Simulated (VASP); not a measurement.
Here is the system:

```
AlAs
1.0
    0.00000     2.83421     2.83421
    2.83421     0.00000     2.83421
    2.83421     2.83421     0.00000
Al As
1 1
Direct
  0.00000   0.00000   0.00000
  0.25000   0.25000   0.25000
```

These are PBE GGA with D4 dispersion, VASP's PBE PAW potentials (set 64) (plane waves; VASP) values and carry that method's errors. Run with 520 eV cut-off, Gaussian smearing of 0.050 eV, potentials Al As.

Problem. Predict the band gap (along the path) with the smallest direct gap where there is one.

Solution. 
band gap (along the path): 1.44 eV
smallest direct gap (along the path): 2.03 eV

The compound is AlAs in the zinc blende structure. It was relaxed first.
